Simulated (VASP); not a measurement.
Calculation: LDA (Ceperley-Alder, Perdew-Zunger), VASP's LDA PAW potentials (set 64) (plane waves; VASP 6.6.1).

VASP ran on this input.

### INCAR
```
ALGO=Normal
EDIFF=1E-6
EDIFFG=-0.02
ENCUT=500
IBRION=2
ISIF=3
ISMEAR=0
LASPH=.True.
LCHARG=.False.
LMAXMIX=4
LREAL=.False.
LWAVE=.False.
NELM=100
NSW=40
PREC=Accurate
PSTRESS=50
SIGMA=0.05
SYSTEM=ZnSiP2
```

**KPOINTS**
```
Automatic mesh
0
Gamma
6 6 6
0 0 0
```

### POSCAR
```
ZnSiP2
1
   -2.6157502417     2.6157502417     5.1094970584
    2.6157502417    -2.6157502417     5.1094970584
    2.6157502417     2.6157502417    -5.1094970584
Zn Si P
2 2 4
Direct
  0.0000000000   0.0000000000   0.0000000000
  0.7500000000   0.2500000000   0.5000000000
  0.5000000000   0.5000000000   0.0000000000
  0.2500000000   0.7500000000   0.5000000000
  0.8750000000   0.8615867909   0.4865867909
  0.1384132091   0.6250000000   0.0134132091
  0.3750000000   0.3884132091   0.5134132091
  0.6115867909   0.1250000000   0.9865867909
```

POTCAR, in this order: Zn Si P (LDA.64 set). Program: vasp_std.

Q: What will the output report for the number of irreducible k-points (NKPTS), largest plane-wave count, number of space-group operations, FFT grid (NGX, NGY, NGZ)?

A: 
number of irreducible k-points (NKPTS): 30
largest plane-wave count: 3591
number of space-group operations: 8
FFT grid (NGX, NGY, NGZ): 48 × 48 × 48

The compound is ZnSiP2 in the chalcopyrite structure. This run relaxes it under an external pressure of 5 GPa. Symmetry was kept, so distortions that lower it aren't found.
